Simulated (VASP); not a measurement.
Crystal: Al.

```
Al
1.0
     0.00000    2.01000    2.01000
     2.01000    0.00000    2.01000
     2.01000    2.01000    0.00000
Al
1
Direct
  0.00000 0.00000 0.00000
```

The cell was built by a generator and needn't be a form met in nature.

```yaml
Program: VASP 6.6.1
Task: relaxation of cell and atoms
Functional: r2SCAN
Dispersion: rVV10
Potentials_or_basis: VASP PAW PBE potentials, release 64 (Al)
Cutoff: 600 eV
k_mesh: 18 × 18 × 18
Occupations: methfessel-paxton, width 0.1 eV
Spin: no spin polarisation
```

At the start: pressure -2.4 GPa; volume 16.24 Å³/atom.

Task: Where does the relaxation end?

Result: Over 6 steps the energy falls by 3.6 meV/atom and the volume is 15.80 Å³/atom (-2.7 %); space group Fm-3m (No. 225, to 0.05 Å).

The path:
```
step  energy change (eV)  largest force (eV/Å)  pressure (GPa)  volume (Å³)
   1              0.0000                0.0000           -2.40        16.24
   2             -0.0034                0.0000            0.70        15.68
   3             -0.0036                0.0000            0.18        15.79
   4             -0.0036                0.0000           -0.09        15.82
   5             -0.0036                0.0000           -0.09        15.81
   6             -0.0036                0.0000            0.01        15.80
```

Final structure:
```xyz
1
Lattice="0.0000 1.9914 1.9914 1.9914 0.0000 1.9914 1.9914 1.9914 0.0000" Properties=species:S:1:pos:R:3 pbc="T T T"
Al    0.0000    0.0000    0.0000
```

Caveat: the PAW data sets were made with another functional, which shifts forces and pressure a little.
